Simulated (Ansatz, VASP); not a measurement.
**B4TeMo in two plane-wave programs**

Aim: how closely do two programs agree when they are given the same cell, functional and k mesh? The two relaxations start from unlike cells of this crystal (the structure described is Ansatz's start), so only their ends are compared.

Calculated with Ansatz 0.2.0; plane waves, with VASP 6.6.1 beside it; relaxation of cell and atoms at PBE.

## (1) Starting point

Symmetry: P6/mmm, No. 191, hexagonal system. Conventional cell: a = 3.475 Å, b = 3.475 Å, c = 7.051 Å, α = 90.00°, β = 90.00°, γ = 120.00°. Nearest to Te lie 12 B at 2.60 Å and 2 Mo at 3.53 Å. Nearest to Mo lie 12 B at 2.74 Å and 6 Mo at 3.47 to 3.48 Å and 2 Te at 3.53 Å. Nearest to B lie 3 B at 2.01 Å and 3 Te at 2.60 Å and 3 Mo at 2.74 Å. Farther neighbours and most contacts between anions are not listed.

## (2) Ansatz: relaxation of cell and atoms, PBE

Ansatz runs on its PAW soft_1 files.

The relaxed volume is the usual yardstick between codes: in a stiff, nearly cubic crystal its relative difference is about their pressure difference at one cell divided by the bulk modulus.

input.yaml reads:

```yaml
crystal:
  lattice:
    - [3.475, 0.0, 0.0]
    - [-1.7375, 3.009438278, 0.0]
    - [0.0, 0.0, 7.051]
  atoms:
    - { symbol: Te, position: [0.0, 0.0, 0.0] }
    - { symbol: Mo, position: [0.0, 0.0, 0.5] }
    - { symbol: B, position: [0.666666667, 0.333333333, 0.2344] }
    - { symbol: B, position: [0.666666667, 0.333333333, 0.7656] }
    - { symbol: B, position: [0.333333333, 0.666666667, 0.2344] }
    - { symbol: B, position: [0.333333333, 0.666666667, 0.7656] }
kpoints:
  mp_grid: { grid: [9, 9, 4] }
scf:
  occupations: { method: fermi_dirac, width: 0.05 }
hamiltonian:
  xc: pbe
  pseudopotentials: { kind: paw, azcp: { folder: soft_1 } }
relax:
  f_tol: 0.015
  max_steps: 70
  cell: {}
output:
  forces: true
  stress: true
```

On the command line:

```console
ansatz run input.yaml --threads 4 --pin off --max-ram 10240MiB --backend cpu --events-out ev --progress --plain --runs-dir out
```

Numbers of over 12 decimals in the logs are rounded to 6 here.

The log of the run:

```text
Engine: ansatz 0.2.0, x86_64-unknown-linux-gnu
Pseudopotentials: kind: paw
Pseudopotential: Te, paw, valence charge 16, recommended cutoff 420 eV (normal), soft_1/Te.paw.azcp
Pseudopotential: Mo, paw, valence charge 14, recommended cutoff 420 eV (normal), soft_1/Mo.paw.azcp
Pseudopotential: B, paw, valence charge 3, recommended cutoff 420 eV (normal), soft_1/B.paw.azcp
Functional definition: PBE
  parameter kappa = 0.804
  parameter beta = 0.066725
  exchange = pbe_x(kappa = kappa, mu = beta*pi^2/3)
  correlation = pbe_c(beta = beta)
Crystal: 6 atoms, lattice volume = 73.738 Å³
Basis set: ecut = 420 eV, 1445 PW (Γ), exchange–correlation on 48×48×96 points (8 copies of the dense FFT grid, shifted against one another)
Bands: 27, of which v1, the nominal top of the filled ones, is band 21 counted from 1 (20 counted from 0)
Symmetry: 24 space group operations
Space group: P6/mmm (ITA 191), of the structure as read, at distance tolerance 4.2e-5 Å
k-points: 36 of 324
Non-local potential: Te, projectors of the file, l = 0: 2, l = 1: 2, l = 2: 2, l = 3: 1
Non-local potential: Mo, projectors of the file, l = 0: 3, l = 1: 2, l = 2: 2, l = 3: 1
Non-local potential: B, projectors of the file, l = 0: 2, l = 1: 2, l = 2: 1
PAW form: soft (Blöchl's): semilocal exchange-correlation on the pseudo side does not see the compensation charge
PAW one-centre angular grid: Te, 590 points (default); XC on 64 Gauss nodes
PAW one-centre angular grid: Mo, 590 points (default); XC on 64 Gauss nodes
PAW one-centre angular grid: B, 110 points (default); XC on 64 Gauss nodes
Initial density: superposition of atomic densities (chi_scale 0.1, normalization cell, long waves kept (reshape's long-wave potential 0.05 eV rms))
Initial wavefunctions: pseudopotential atomic-orbital guess
Functional: x = pbe(κ = 0.804, μ = 0.219515), c = pbe(β = 0.066725)
SCF iter   1: F=—  HF=-12557.452582 eV  |F-HF|=—  |Δ(HF+E_count)|=         —  Δρ=1.21e-1  dr2=2.78e1  ethr=3.10e-3  ⟨swp⟩=6.0  Hψ=4274  notcnv=0
preconditioner: auto → Kerker (q_TF=auto, 2.484 Å⁻¹)  [metal: Δε(μ)=0.024 eV  Ē_g=8.044 eV  σ=0.050 eV  W_gap=0.12  n_scr=22 (ndim 8)  ℏωp=21.2 eV  f_vac=0.000  D(μ)=3.87/eV (n_scr^D=36)]
SCF iter   2: F=—  HF=-12554.192611 eV  |F-HF|=—  |Δ(HF+E_count)|=    3.26e0  Δρ=6.02e-2  dr2=6.17e0  ethr=3.10e-3  ⟨swp⟩=2.3  Hψ=2044  notcnv=0  defer=3
SCF iter   3: F=—  HF=-12553.080766 eV  |F-HF|=—  |Δ(HF+E_count)|=    1.11e0  Δρ=1.42e-2  dr2=5.84e-1  ethr=3.10e-3  ⟨swp⟩=3.0  Hψ=1742  notcnv=0  defer=3
SCF iter   4: F=—  HF=-12553.032472 eV  |F-HF|=—  |Δ(HF+E_count)|=   4.83e-2  Δρ=9.56e-3  dr2=1.25e-1  ethr=1.39e-3  ⟨swp⟩=2.1  Hψ=1409  notcnv=0  defer=2
SCF iter   5: F=—  HF=-12553.015202 eV  |F-HF|=—  |Δ(HF+E_count)|=   1.73e-2  Δρ=2.86e-3  dr2=1.02e-2  ethr=2.98e-4  ⟨swp⟩=2.0  Hψ=1230  notcnv=0  defer=2
SCF iter   6: F=—  HF=-12553.013516 eV  |F-HF|=—  |Δ(HF+E_count)|=   1.69e-3  Δρ=5.74e-4  dr2=2.79e-4  ethr=2.42e-5  ⟨swp⟩=2.1  Hψ=1244  notcnv=0  defer=2
SCF iter   7: F=—  HF=-12553.013423 eV  |F-HF|=—  |Δ(HF+E_count)|=   9.31e-5  Δρ=2.15e-4  dr2=5.17e-5  ethr=6.63e-7  ⟨swp⟩=2.0  Hψ=1628  notcnv=0  defer=2
SCF iter   8: F=—  HF=-12553.013372 eV  |F-HF|=—  |Δ(HF+E_count)|=   5.09e-5  Δρ=3.01e-5  dr2=7.64e-7  ethr=1.23e-7  ⟨swp⟩=2.1  Hψ=1224  notcnv=0  defer=2
SCF iter   9: F=—  HF=-12553.013372 eV  |F-HF|=—  |Δ(HF+E_count)|=   8.93e-9  Δρ=2.09e-5  dr2=7.34e-7  ethr=2.38e-10  ⟨swp⟩=4.9  Hψ=3691  notcnv=0
SCF iter  10: F=-12553.013372 eV  HF=-12553.013372 eV  |F-HF|=3.95e-8  |Δ(HF+E_count)|=   7.68e-8  Δρ=5.39e-6  dr2=4.43e-8  ethr=2.38e-10  ⟨swp⟩=3.0  Hψ=3294  notcnv=0
SCF 1 converged in 10 iterations: F = -12553.013372 eV  dr2 = 4.43e-8
  greatest PAW one-centre occupation: 0.999 electrons in one spin orbital (limit 2), on the Mo atom at site 1 (counted from 0), in its partial waves of l = 0
relax step   1: F+E_penalty+E_count = -12553.01337218 eV  Δ(F+E_penalty+E_count) = +0.000e0 eV  max|allowed force component| = 2.012e0 eV/Å  Δτ_max = 0.0000 Å  P = -24.459 GPa  Ω = 73.738 Å³  (10 SCF iters, dr2 threshold 1.00e-7 eV, accepted)
[...]
relax step  21: F+E_penalty+E_count = -12558.82473177 eV  Δ(F+E_penalty+E_count) = -1.037e-3 eV  max|allowed force component| = 3.721e-3 eV/Å  Δτ_max = 0.0133 Å  P = +0.028 GPa  Ω = 82.088 Å³  energy of the carried Pulay correction = -1.553e-3 eV  (7 SCF iters, dr2 threshold 4.08e-7 eV, accepted)
[...]
relax step  22: F+E_penalty+E_count = -12558.82470429 eV  Δ(F+E_penalty+E_count) = +2.748e-5 eV  max|allowed force component| = 4.030e-4 eV/Å  Δτ_max = 0.0050 Å  P = +0.019 GPa  Ω = 82.455 Å³  energy of the carried Pulay correction = -1.807e-3 eV  (7 SCF iters, dr2 threshold 1.97e-8 eV, accepted)
[...]
relax step  23: F+E_penalty+E_count = -12558.82459116 eV  Δ(F+E_penalty+E_count) = +1.131e-4 eV  max|allowed force component| = 1.268e-4 eV/Å  Δτ_max = 0.0030 Å  P = +0.006 GPa  Ω = 82.685 Å³  energy of the carried Pulay correction = -1.970e-3 eV  (7 SCF iters, dr2 threshold 7.04e-9 eV, accepted)
[...]
relax step  24: F+E_penalty+E_count = -12558.82677091 eV  Δ(F+E_penalty+E_count) = -2.180e-3 eV  max|allowed force component| = 1.700e-5 eV/Å  Δτ_max = 0.0000 Å  P = +0.003 GPa  Ω = 82.685 Å³  stress off target by 3.99e-2 GPa  SCF on the basis re-selected at this cell (its energy is not comparable with the rows above)  (6 SCF iters)
basis re-selected at this cell: Δ(F+E_penalty+E_count) = -2.180e-3 eV, ΔP = -0.003 GPa vs the last step (what re-selecting the basis moved, of the pressure what is left beyond the Pulay correction that the steps carried, after the strain that the cell walked since its last selection, with what the two solves' SCF thresholds leave and, on support functions, any second-order correction that the steps lacked; it is no m [...]
SCF converged after 6 iterations
Free energy (F): -12558.826771 eV
Harris-Foulkes:  -12558.826771 eV  (|F-HF|=3.46e-11)
Internal energy: -12558.805973 eV  (E = F + TS)
E sigma→0 (E₀):  -12558.816372 eV
Entropy (-TS):   -0.020798 eV (-3.466 meV/atom)
Fermi energy:    10.149696 eV
--- Per-component energies (eV) ---
  E_band       = -406.435037
  E_kinetic    = 786.314777
  E_local      = -3742.501916  (includes V_loc(G=0)·N_el)
  E_nonlocal   = 245.166149
  E_hartree    = 1670.001269
  E_xc         = -428.899901
  E_vxc        = -474.543238  (∫ρ·V_xc dr)
  E_paw        = -8192.711823  (= ΣΔE_a)
  E_vpaw       = -560.873787  (= ΣTr[D̂ρ^β])
  E_aug_tail   = 0.000166  (compensation charges beyond the density's cutoff)
  E_ewald      = -2896.174694
  E_smearing   = -0.020798  (= −TS)
  E_closure    = 0.000000  (closes the sum)
  Σ components = -12558.826771   (vs F -12558.826771, Δ=0.00e0)
--- Forces (eV/Å), atoms counted from 1 ---
  atom   1  Te    -0.00000000     0.00000000     0.00000000
  atom   2  Mo     0.00000000     0.00000000     0.00000000
  atom   3  B      0.00000000     0.00000000     0.00001700
  atom   4  B      0.00000000     0.00000000    -0.00001700
  atom   5  B     -0.00000000    -0.00000000     0.00001700
  atom   6  B     -0.00000000    -0.00000000    -0.00001700
  max |Σ_I F_I| component: 3.70e-17 eV/Å
--- Stress (GPa, compression-positive) ---
       -0.015886       0.000000       0.000000
       -0.000000      -0.015886       0.000000
        0.000000       0.000000       0.039866
  P = ⅓ Tr σ = 0.0027 GPa (0.027 kbar)
--- Relaxed structure (21 steps of the walk, 21 accepted, 3 SCFs on fresh bases) ---
  F+E_penalty+E_count = -12558.82677091 eV   max|allowed force component| = 1.700e-5 eV/Å   (the final SCF, on the basis selected at the relaxed cell)
  cell:  # Å, volume = 82.6846 Å³
    - [3.000191, 0, 0.0]
    - [-1.500096, 2.598242, 0.0]
    - [0.0, 0.0, 10.607085]
  atoms:
    - { symbol: Te, position: [0, 0, 6.560671208724274e-19] }
    - { symbol: Mo, position: [0, 0, 0.5] }
    - { symbol: B, position: [0.666667, 0.333333, 0.346062] }
    - { symbol: B, position: [0.666667, 0.333333, 0.653938] }
    - { symbol: B, position: [0.333333, 0.666667, 0.346062] }
    - { symbol: B, position: [0.333333, 0.666667, 0.653938] }
```

Reading the cycles: dr2 is the Hartree energy of the density residual (eV), the measure of convergence; HF is the Harris–Foulkes estimate of the energy, which meets the free energy F at convergence.

## (3) VASP: relaxation of cell and atoms, PBE

Its own start cell and the same functional, mesh and smearing now go to VASP, with its own data sets.

Lines of VASP's logs that name or quote its potential files are left out, and so is its time.

INCAR reads:

```
SYSTEM = B4TeMo
PREC = Accurate
ENCUT = 500
EDIFF = 1E-07
NELM = 120
ISMEAR = -1
SIGMA = 0.05
LREAL = .FALSE.
ALGO = Normal
GGA = PE
NBANDS = 22
LASPH = .TRUE.
LORBIT = 11
LWAVE = .FALSE.
LCHARG = .FALSE.
ISIF = 3
IBRION = 2
NSW = 80
EDIFFG = -0.005
GGA_COMPAT = .FALSE.
NELMIN = 4
KPAR = 2
```

POSCAR reads:

```
B4TeMo
1.0
    3.0005375129      0.0000000000      0.0000000000
   -1.5002687564      2.5985415656      0.0000000000
    0.0000000000      0.0000000000     10.0487951306
Te Mo B
1 1 4
Direct
    0.0000000000      0.0000000000      0.0000000000
    0.0000000000      0.0000000000      0.5000000000
    0.6666666667      0.3333333333      0.3376021747
    0.6666666667      0.3333333333      0.6623978253
    0.3333333333      0.6666666667      0.3376021747
    0.3333333333      0.6666666667      0.6623978253
```

KPOINTS reads:

```
Automatic mesh
0
Gamma
9 9 4
0 0 0
```

Potentials, in the order of the species: Te, Mo_sv and B (PBE family, release 64).

On the command line:

```console
mpirun -np 2 vasp_std
```

The log of the run:

```text
[banner, memory and clock lines left out]
running    2 mpi-ranks, on    1 nodes
 distrk:  each k-point on    1 cores,    2 groups
 distr:  one band on    1 cores,    1 groups

 POSCAR found type information on POSCAR TeMoB
 POSCAR found :  3 types and       6 ions
 LDA part: xc-table for (Slater+PW92), standard interpolation
 POSCAR, INCAR and KPOINTS ok, starting setup
 FFT: planning ... GRIDC
 FFT: planning ... GRID_SOFT
 FFT: planning ... GRID
 WAVECAR not read
 entering main loop
       N       E                     dE             d eps       ncg     rms          rms(c)
DAV:   1     0.175303023506E+03    0.17530E+03   -0.16486E+04  1760   0.128E+03
DAV:   2    -0.402959585208E+02   -0.21560E+03   -0.20711E+03  1952   0.310E+02
DAV:   3    -0.479543483305E+02   -0.76584E+01   -0.73919E+01  2006   0.532E+01
DAV:   4    -0.480809727665E+02   -0.12662E+00   -0.12609E+00  1938   0.669E+00
DAV:   5    -0.480837625780E+02   -0.27898E-02   -0.27884E-02  2136   0.876E-01    0.309E+01
DAV:   6    -0.401628524050E+02    0.79209E+01   -0.26701E+01  1870   0.337E+01    0.913E+00
DAV:   7    -0.400196812936E+02    0.14317E+00   -0.26685E+00  1832   0.109E+01    0.522E+00
DAV:   8    -0.400112898453E+02    0.83914E-02   -0.56010E-01  1872   0.549E+00    0.186E+00
DAV:   9    -0.399373837293E+02    0.73906E-01   -0.19978E-01  1938   0.333E+00    0.955E-01
DAV:  10    -0.399379450520E+02   -0.56132E-03   -0.14704E-02  1850   0.714E-01    0.153E-01
DAV:  11    -0.399376872179E+02    0.25783E-03   -0.95550E-04  2020   0.232E-01    0.864E-02
DAV:  12    -0.399377293947E+02   -0.42177E-04   -0.15167E-04  2028   0.734E-02    0.315E-02
DAV:  13    -0.399377429203E+02   -0.13526E-04   -0.25114E-05  1932   0.322E-02    0.124E-02
DAV:  14    -0.399377431697E+02   -0.24948E-06   -0.18663E-06  2110   0.100E-02    0.332E-03
DAV:  15    -0.399377432959E+02   -0.12620E-06   -0.36493E-07  1884   0.358E-03    0.160E-03
DAV:  16    -0.399377432844E+02    0.11583E-07   -0.12041E-08  1182   0.770E-04
   1 F= -.39937743E+02 E0= -.39927518E+02  d E =-.399377E+02
[... from here on, the cycles between the ionic steps are left out ...]
   2 F= -.39939790E+02 E0= -.39929703E+02  d E =-.204715E-02
   3 F= -.39939951E+02 E0= -.39929905E+02  d E =-.220774E-02
   7 F= -.39946297E+02 E0= -.39936318E+02  d E =-.398867E-02
   8 F= -.39950281E+02 E0= -.39940250E+02  d E =-.797225E-02
   9 F= -.39951296E+02 E0= -.39941119E+02  d E =-.898742E-02
  10 F= -.39951976E+02 E0= -.39941855E+02  d E =-.966717E-02
  11 F= -.39953133E+02 E0= -.39942933E+02  d E =-.115700E-02
  12 F= -.39953781E+02 E0= -.39943451E+02  d E =-.180497E-02
  13 F= -.39954259E+02 E0= -.39943892E+02  d E =-.478135E-03
 trial-energy change:   -0.000478  1 .order   -0.000485   -0.000857   -0.000113
 step:   0.7511(harm=  0.7445)  dis= 0.00354  next Energy=   -39.954268 (dE=-0.487E-03)
 bond charge predicted
       N       E                     dE             d eps       ncg     rms          rms(c)
DAV:   1    -0.399546352046E+02   -0.37624E-03   -0.74718E-03  1686   0.692E-01    0.141E-01
DAV:   2    -0.399544555462E+02    0.17966E-03   -0.19753E-03  1892   0.363E-01    0.756E-02
DAV:   3    -0.399542792077E+02    0.17634E-03   -0.43451E-04  1984   0.156E-01    0.205E-02
DAV:   4    -0.399542692469E+02    0.99607E-05   -0.43730E-05  1716   0.444E-02    0.123E-02
DAV:   5    -0.399542678635E+02    0.13834E-05   -0.40801E-06  1992   0.149E-02    0.886E-03
DAV:   6    -0.399542672889E+02    0.57462E-06   -0.27872E-07  1668   0.332E-03    0.326E-03
DAV:   7    -0.399542670536E+02    0.23534E-06   -0.16746E-07  1024   0.246E-03    0.490E-04
DAV:   8    -0.399542671402E+02   -0.86663E-07   -0.22887E-08   846   0.972E-04
  14 F= -.39954267E+02 E0= -.39943894E+02  d E =-.486219E-03
 curvature:  -2.00 expect dE=-0.168E-04 dE for cont linesearch -0.306E-08
 trial: gam= 0.04975 g(F)=  0.850E-07 g(S)=  0.835E-05 ort =-0.331E-05 (trialstep = 0.667E+00)
 search vector abs. value=  0.258E-04
 reached required accuracy - stopping structural energy minimisation
```

[end of part 1 of 2]

[Lines on the potential files, build, host, timing and source positions are cut from VASP's logs without a mark.]

[Logs are printed without paths, hosts, clocks, repeated set-up lines and the standing remarks that a program may print on its own settings, such as how far it seeks lower states.]

[Hosts, paths, dates, database ids (printed as entryN), source tags and the programs' standing remarks are cut or masked in the printed files.]
